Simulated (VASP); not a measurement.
Given:

```xyz
3
Lattice="0.0000 2.9071 2.9071 2.9071 0.0000 2.9071 2.9071 2.9071 0.0000" Properties=species:S:1:pos:R:3 pbc="T T T"
Pb     0.0000     0.0000     0.0000
F      1.4535     1.4535     1.4535
F      4.3606     4.3606     4.3606
```

Calculation: LDA (Ceperley-Alder, Perdew-Zunger), VASP's LDA PAW potentials (set 64) (plane waves; VASP). Numerical set-up: 520 eV cut-off, 8×8×8 Γ-centred mesh, Gaussian smearing of 0.010 eV, potentials Pb_d F.

Unless said otherwise, spin-orbit coupling is left out, though it shifts the bands of the heavy elements here.

### Question
What does the run give for the energy per atom (σ→0), band gap (on the k-mesh) with the smallest direct gap where there is one?

### Answer

| Quantity | Result |
|---|---|
| band gap (on the k-mesh) | 4.20 eV |
| smallest direct gap (on the k-mesh) | 4.37 eV |
| energy per atom (σ→0) | -5.318 eV/atom |

The compound is PbF2 in the fluorite structure, the β form. It was relaxed first, which changed the volume by -6 %.
